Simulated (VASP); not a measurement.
Method: rev-vdW-DF2, VASP's PBE PAW potentials (set 64) (plane waves; VASP 6.6.1).

VASP ran on this input.

**INCAR**
```
SYSTEM = CsBr
PREC = Accurate
ENCUT = 520
EDIFF = 1E-7
NELM = 100
ALGO = Normal
LREAL = .FALSE.
LASPH = .TRUE.
ISMEAR = 0
SIGMA = 0.05
GGA = MK
PARAM1 = 0.1234568
PARAM2 = 0.7114
ZAB_VDW = -1.8867
LUSE_VDW = .TRUE.
AGGAC = 0.0
LMAXMIX = 4
LWAVE = .FALSE.
LCHARG = .FALSE.
ISIF = 2
```

File POSCAR:
```
CsBr
1
    4.3166846682     0.0000000000     0.0000000000
    0.0000000000     4.3166846682     0.0000000000
    0.0000000000     0.0000000000     4.3166846682
Cs Br
1 1
Direct
  0.0000000000   0.0000000000   0.0000000000
  0.5000000000   0.5000000000   0.5000000000
```

### KPOINTS
```
Automatic mesh
0
G
  6 6 6
0 0 0
```

POTCAR, in this order: Cs_sv Br (PBE.64 set). Program: vasp_std.

Unless said otherwise, spin-orbit coupling is left out, though it shifts the bands of the heavy elements here.

**Question.** Predict the energy per atom (σ→0), band gap (on the k-mesh).

**Answer.** 
```
Item                               Value
------------------------  --------------
energy per atom (σ→0)     -1053 meV/atom
band gap (on the k-mesh)         4.30 eV
```

OSZICAR:
```
...
DAV:   7    -0.210636698786E+01    0.41088E-01   -0.17498E-01   604   0.217E+00    0.539E-01
DAV:   8    -0.210622272416E+01    0.14426E-03   -0.10902E-02   564   0.750E-01    0.907E-02
DAV:   9    -0.210622794434E+01   -0.52202E-05   -0.19465E-03   560   0.267E-01    0.717E-02
DAV:  10    -0.210627809272E+01   -0.50148E-04   -0.13335E-04   560   0.974E-02    0.101E-02
DAV:  11    -0.210628240774E+01   -0.43150E-05   -0.18286E-05   576   0.297E-02    0.348E-03
DAV:  12    -0.210628257035E+01   -0.16261E-06   -0.35168E-06   576   0.116E-02    0.107E-03
DAV:  13    -0.210628254308E+01    0.27269E-07   -0.12177E-07   432   0.269E-03
   1 F= -.21062825E+01 E0= -.21062825E+01  d E =-.644251E-11
```

The compound is CsBr in the CsCl type structure. This cell is one point of a volume scan, at 1.03 of the reference volume.
